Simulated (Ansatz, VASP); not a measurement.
# BaZn15O16 (a cell with a defect) (zincite) in VASP and in Ansatz

```
Ba Zn O
1.0
     6.49862    0.00000    0.00000
    -3.24931    5.62797    0.00000
     0.00000    0.00000   10.41142
Ba Zn O
1 15 16
Direct
  0.16667 0.33333 0.25000
  0.16667 0.33333 0.75000
  0.16667 0.83333 0.25000
  0.16667 0.83333 0.75000
  0.66667 0.33333 0.25000
  0.66667 0.33333 0.75000
  0.66667 0.83333 0.25000
  0.66667 0.83333 0.75000
  0.33333 0.16667 0.00000
  0.33333 0.16667 0.50000
  0.33333 0.66667 0.00000
  0.33333 0.66667 0.50000
  0.83333 0.16667 0.00000
  0.83333 0.16667 0.50000
  0.83333 0.66667 0.00000
  0.83333 0.66667 0.50000
  0.33333 0.16667 0.18951
  0.33333 0.16667 0.68951
  0.33333 0.66667 0.18951
  0.33333 0.66667 0.68951
  0.83333 0.16667 0.18951
  0.83333 0.16667 0.68951
  0.83333 0.66667 0.18951
  0.83333 0.66667 0.68951
  0.16667 0.33333 0.43950
  0.16667 0.33333 0.93951
  0.16667 0.83333 0.43950
  0.16667 0.83333 0.93951
  0.66667 0.33333 0.43950
  0.66667 0.33333 0.93951
  0.66667 0.83333 0.43950
  0.66667 0.83333 0.93951
```

Alike in both runs: task electric field gradients; functional PBE; k mesh 3 × 3 × 2; occupations fermi-dirac, width 0.01 eV; no spin polarisation.

```csv
,VASP,Ansatz
version,VASP 6.6.1,Ansatz 0.2.0
potentials or method,"VASP PAW PBE potentials, release 64 (Ba_sv, Zn, O)","plane-wave PAW, scalar-relativistic"
plane-wave cutoff (eV),520,420
valence electrons in the cell,286,286
```

```csv
,VASP,Ansatz,Ansatz less VASP
pressure (GPa),20.0,17.0,-3.05
largest component of the traceless stress (GPa),1.15,1.08,-0.068
rms of the force components (eV/Å),2.237,1.893,-0.3441
Vzz of the field gradient on the site that differs most (V/Å²),-18.2,-15.3,+2.92
```

Atom by atom the forces differ by 0.344 eV/Å (rms over components). Ansatz warned: «gradients_without_spin_orbit».

Caveats: so large a pressure means that the cell lies far from this level's equilibrium, or that cutoff or potentials fall short (VASP).
